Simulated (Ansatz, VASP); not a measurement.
# LuBrO (LuBrO (P4/nmm)): VASP beside Ansatz, part 2 of 2

Aim: how closely do two programs agree when they are given the same cell, functional and k mesh? The two relaxations start from unlike cells of this crystal (the structure described is Ansatz's start), so only their ends are compared.

VASP 6.6.1 and Ansatz 0.2.0.

So far: The starting structure; Ansatz: relaxation of cell and atoms, PBEsol.

**3. VASP: relaxation of cell and atoms, PBEsol**

Level of this step: PBEsol, 4f electrons in the core; plane waves and PAW (Lu_3, Br, O) (VASP).

Its own start cell and the same functional and mesh now go to VASP, with its own data sets.

Lines of VASP's logs that name or quote its potential files are left out, and so is its time.

INCAR

```
SYSTEM = LuBrO
PREC = Accurate
ENCUT = 600
EDIFF = 1E-07
NELM = 120
ISMEAR = 0
SIGMA = 0.01
LREAL = .FALSE.
ALGO = Normal
GGA = PS
NBANDS = 28
LORBIT = 11
LWAVE = .FALSE.
LCHARG = .FALSE.
ISIF = 3
IBRION = 2
NSW = 80
EDIFFG = -0.005
LASPH = .TRUE.
GGA_COMPAT = .FALSE.
NELMIN = 4
EFERMI = MIDGAP
KPAR = 2
```

POSCAR

```
LuBrO
1.0
    3.7031079082      0.0000000000      0.0000000000
    0.0000000000      3.7031079082      0.0000000000
    0.0000000000      0.0000000000      8.4454127706
Lu Br O
2 2 2
Direct
    0.0000000000      0.5000001342      0.3711741831
    0.5000001342      0.0000000000      0.6288258169
    0.5000001342      0.0000000000      0.1773827394
    0.0000000000      0.5000001342      0.8226172606
    0.0000000000      0.0000000000      0.4999999428
    0.5000001342      0.5000001342      0.4999999428
```

KPOINTS

```
Automatic mesh
0
Gamma
8 8 3
0 0 0
```

PAW data sets: Lu_3, Br and O (PBE family, release 64).

Launch:

```sh
mpirun -np 2 vasp_std
```

Numbers of over 12 decimals in the logs are rounded to 6 here.

Output:

```text
[banner, memory and clock lines left out]
running    2 mpi-ranks, on    1 nodes
 distrk:  each k-point on    1 cores,    2 groups
 distr:  one band on    1 cores,    1 groups

 POSCAR found type information on POSCAR LuBrO
 POSCAR found :  3 types and       6 ions
|                                                                             |
|               ----> ADVICE to this user running VASP <----                  |
|                                                                             |
|     You enforced a specific xc type in the INCAR file but a different       |
|     [... a line on the potential file left out ...]
|     I HOPE YOU KNOW WHAT YOU ARE DOING!                                     |
|                                                                             |

 LDA part: xc-table for (Slater+PW92), standard interpolation
 POSCAR, INCAR and KPOINTS ok, starting setup
 FFT: planning ... GRIDC
 FFT: planning ... GRID_SOFT
 FFT: planning ... GRID
 WAVECAR not read
 entering main loop
       N       E                     dE             d eps       ncg     rms          rms(c)
DAV:   1     0.372498969139E+03    0.37250E+03   -0.21726E+04  3068   0.188E+03
DAV:   2     0.468079513676E+01   -0.36782E+03   -0.35617E+03  3276   0.763E+02
DAV:   3    -0.452089897216E+02   -0.49890E+02   -0.48314E+02  3228   0.239E+02
DAV:   4    -0.473155440661E+02   -0.21066E+01   -0.20950E+01  3024   0.323E+01
DAV:   5    -0.473637916666E+02   -0.48248E-01   -0.48130E-01  3144   0.494E+00    0.423E+01
DAV:   6    -0.421837791971E+02    0.51800E+01   -0.27688E+01  3336   0.500E+01    0.300E+01
DAV:   7    -0.420182732852E+02    0.16551E+00   -0.14466E+00  2888   0.973E+00    0.105E+01
DAV:   8    -0.419850038264E+02    0.33269E-01   -0.14424E-01  3128   0.380E+00    0.584E-01
DAV:   9    -0.419879774700E+02   -0.29736E-02   -0.56409E-02  2936   0.189E+00    0.377E-01
DAV:  10    -0.419875711364E+02    0.40633E-03   -0.45041E-03  3304   0.110E+00    0.211E-01
DAV:  11    -0.419876653874E+02   -0.94251E-04   -0.22066E-03  2840   0.352E-01    0.123E-01
DAV:  12    -0.419877199513E+02   -0.54564E-04   -0.11641E-04  3192   0.175E-01    0.461E-02
DAV:  13    -0.419877107298E+02    0.92215E-05   -0.11514E-04  3040   0.781E-02    0.177E-02
DAV:  14    -0.419877124550E+02   -0.17251E-05   -0.14804E-05  2752   0.295E-02    0.601E-03
DAV:  15    -0.419877127971E+02   -0.34207E-06   -0.17789E-06  2568   0.986E-03    0.433E-03
DAV:  16    -0.419877127643E+02    0.32725E-07   -0.85293E-07  2320   0.944E-03
   1 F= -.41987713E+02 E0= -.41987713E+02  d E =-.419877E+02
[...]
2 F= -.41987715E+02 E0= -.41987715E+02  d E =-.246223E-05
[...]
3 F= -.41987722E+02 E0= -.41987722E+02  d E =-.937725E-05
[...]
4 F= -.41987722E+02 E0= -.41987722E+02  d E =-.926811E-05
[...]
5 F= -.41987723E+02 E0= -.41987723E+02  d E =-.106849E-04
 curvature:  -0.11 expect dE=-0.122E-05 dE for cont linesearch -0.695E-06
 ZBRENT: interpolating
 opt :   0.5559  next Energy=   -41.987724 (dE=-0.111E-04)
 bond charge predicted
       N       E                     dE             d eps       ncg     rms          rms(c)
DAV:   1    -0.419877228819E+02    0.57770E-06   -0.13795E-05  2596   0.686E-02    0.772E-03
DAV:   2    -0.419877225383E+02    0.34356E-06   -0.13947E-06  2640   0.822E-03    0.334E-03
DAV:   3    -0.419877224978E+02    0.40522E-07   -0.44447E-08  1148   0.498E-03    0.116E-03
DAV:   4    -0.419877225074E+02   -0.95770E-08   -0.32559E-08  1144   0.499E-03
   6 F= -.41987723E+02 E0= -.41987723E+02  d E =-.974303E-05
 curvature:  -0.06 expect dE=-0.206E-06 dE for cont linesearch -0.208E-08
 trial: gam= 0.13137 g(F)=  0.219E-05 g(S)=  0.116E-05 ort =-0.107E-05 (trialstep = 0.911E+00)
 search vector abs. value=  0.365E-05
 reached required accuracy - stopping structural energy minimisation
```

Parts of OUTCAR (step 3):

```text
ion  position               nearest neighbor table
   1  0.000  0.500  0.371-   5 2.15   6 2.15   6 2.15   5 2.15   3 3.09   3 3.09   3 3.09   3 3.09
                             2 3.40   2 3.40   2 3.40   2 3.40
   2  0.500  0.000  0.629-   5 2.15   6 2.15   6 2.15   5 2.15   4 3.09   4 3.09   4 3.09   4 3.09
                             1 3.40   1 3.40   1 3.40   1 3.40
   3  0.500  0.000  0.177-   1 3.09   1 3.09   1 3.09   1 3.09
   4  0.000  0.500  0.823-   2 3.09   2 3.09   2 3.09   2 3.09
   5  0.000  0.000  0.500-   1 2.15   2 2.15   1 2.15   2 2.15
   6  0.500  0.500  0.500-   1 2.15   2 2.15   1 2.15   2 2.15

  LATTYP: Found a simple tetragonal cell.
 ALAT       =     3.7031079082
 C/A-ratio  =     2.2806283208

 Subroutine GETGRP returns: Found 16 space group operations
 (whereof  8 operations were pure point group operations)

The static configuration has the point symmetry D_2d.
 The point group associated with its full space group is D_4h.

 Found     30 irreducible k-points:

   k-points           NKPTS =     30   k-points in BZ     NKDIM =     30   number of bands    NBANDS=     28

   dimension x,y,z NGX =    30 NGY =   30 NGZ =   70
   dimension x,y,z NGXF=    60 NGYF=   60 NGZF=  140

   ENCUT  =  600.0 eV  44.10 Ry    6.64 a.u.   7.40  7.40 16.87*2*pi/ulx,y,z

   NELECT =      44.0000    total number of electrons

 k-points in reciprocal lattice and weights: Automatic mesh
   0.00000000  0.00000000  0.00000000       0.005
   0.12500000  0.00000000  0.00000000       0.021
   0.25000000  0.00000000  0.00000000       0.021
   0.37500000  0.00000000  0.00000000       0.021
   0.50000000  0.00000000  0.00000000       0.010
   0.12500000  0.12500000  0.00000000       0.021
   0.25000000  0.12500000  0.00000000       0.042
   0.37500000  0.12500000  0.00000000       0.042
   0.50000000  0.12500000  0.00000000       0.021
[...]
0.50000000  0.37500000  0.33333333       0.042
   0.50000000  0.50000000  0.33333333       0.010

 average (electrostatic) potential at core
       1 -31.4129       2 -31.4129       3 -62.7381       4 -62.7381       5 -72.0022
       6 -72.0022

 E-fermi :   3.3413

 k-point     1 :       0.0000    0.0000    0.0000
  band No.  band energies     occupation
    ...
     18       0.4800      2.00000
     19       0.4800      2.00000
     20       1.1773      2.00000
     21       1.1773      2.00000
     22       1.2097      2.00000
     23       5.4729      0.00000
     24       5.5855      0.00000
     25       6.7323      0.00000
     26       7.0108      0.00000
     27       7.9338      0.00000
    ...

 k-point     2 :       0.1250    0.0000    0.0000
  band No.  band energies     occupation
    ...
     18       0.1217      2.00000
     19       0.5029      2.00000
     20       0.6794      2.00000
     21       1.1340      2.00000
     22       1.1436      2.00000
     23       5.8808      0.00000
     24       6.1023      0.00000
     25       7.0781      0.00000
     26       7.1652      0.00000
     27       7.8639      0.00000
    ...

 k-point     3 :       0.2500    0.0000    0.0000
  band No.  band energies     occupation
    ...
     18      -0.4510      2.00000
     19       0.4935      2.00000
     20       0.5778      2.00000
     21       0.8920      2.00000
     22       1.0836      2.00000
     23       6.6191      0.00000
     24       6.7950      0.00000
     25       7.4944      0.00000
     26       7.4951      0.00000
     27       7.6104      0.00000
    ...

  Total       -0.0021349     -0.0021349      0.0116380      0.0000000      0.0000000     -0.0000000
  in kB       -0.0295201     -0.0295201      0.1609267      0.0000000      0.0000000     -0.0000000
  external PRESSURE =       0.0339621 kB  Pullay stress =       0.0000000 kB

  energy-cutoff  :      600.00
  volume of cell :      115.87
      direct lattice vectors                 reciprocal lattice vectors
     3.703781510  0.000000000  0.000000000     0.269994328  0.000000000  0.000000000
     0.000000000  3.703781510  0.000000000     0.000000000  0.269994328  0.000000000
     0.000000000  0.000000000  8.446357834    -0.000000000  0.000000000  0.118394226

 POSITION                                       TOTAL-FORCE (eV/Angst)
 -----------------------------------------------------------------------------------
      0.00000      1.85189      3.13495        -0.000000     -0.000000      0.004586
      1.85189      0.00000      5.31141        -0.000000     -0.000000     -0.004586
      1.85189      0.00000      1.49823         0.000000     -0.000000      0.001280
      0.00000      1.85189      6.94813        -0.000000      0.000000     -0.001280
      0.00000      0.00000      4.22318        -0.000000     -0.000000      0.000000
      1.85189      1.85189      4.22318         0.000000      0.000000      0.000000
 -----------------------------------------------------------------------------------
    total drift:                               -0.000887      0.000351      0.001648

  FREE ENERGIE OF THE ION-ELECTRON SYSTEM (eV)
  ---------------------------------------------------
  free  energy   TOTEN  =       -41.9877225074 eV

  energy  without entropy=      -41.9877225074  energy(sigma->0) =      -41.98772251

 reached required accuracy - stopping structural energy minimisation

 total charge
# of ion       s       p       d       tot
------------------------------------------
    1        0.377   6.736   1.214   8.327
    2        0.377   6.736   1.214   8.327
    3        1.601   3.259   0.010   4.870
    4        1.601   3.259   0.010   4.870
    5        1.552   3.551   0.000   5.103
    6        1.552   3.551   0.000   5.103
--------------------------------------------------
tot          7.059  27.093   2.448  36.600

[... 3 further parts left out ...]
```

The data set Lu_3 holds the 4f electrons frozen in the core, so no f bands or f moments appear. The gap is read on the k-mesh alone, so it is an upper bound where the band edges lie off the mesh. The run keeps the 16 symmetry operations of its start, so it cannot find a distortion of lower symmetry.

**4. Differences**

Known differences besides the potentials themselves: fixed occupations in Ansatz, narrow Gaussian smearing in VASP; the data sets hold 76 valence electrons in Ansatz (on its PAW soft_1 files) and 44 in VASP; the cutoff is 420 eV in Ansatz and 600 eV in VASP; Ansatz makes its cores anew for this functional, VASP keeps those of its PBE data sets; Ansatz adds a Pulay correction to the stress that steers its cell, VASP none. Total energies have different zeros and are not compared.

The two programs side by side:

| quantity | Ansatz | VASP | difference |
| --- | --- | --- | --- |
| volume (Å³) | 118.67 | 115.87 | +2.42 % |
| edge a after relaxation, in the typed setting (Å) | 3.727 | 3.704 | +0.63 % |
| edge c after relaxation, in the typed setting (Å) | 8.542 | 8.446 | +1.13 % |

**5. Summary of results**

* difference in volume (relaxation of cell and atoms, PBEsol): 2.4 %

In words: The difference in volume is 2.4 % (relaxation of cell and atoms, PBEsol), beyond the 1.2 % picked in this series as the mark of a large difference, as far as the stopping tolerances let one tell. The data sets hold unlike numbers of valence electrons (76 in Ansatz and 44 in VASP), so part of the differences comes from the potentials. What causes the difference of the relaxation of cell and atoms, PBEsol pair stays open here. Such differences can come from data sets, numerical settings and the points named under the comparisons, not from the functional's error against experiment.

[Lines on the potential files, build, host, timing and source positions are cut from VASP's logs without a mark.]

[Logs are printed without paths, hosts, clocks, repeated set-up lines and the standing remarks that a program may print on its own settings, such as how far it seeks lower states.]

[Hosts, paths, dates, database ids (printed as entryN), source tags and the programs' standing remarks are cut or masked in the printed files.]
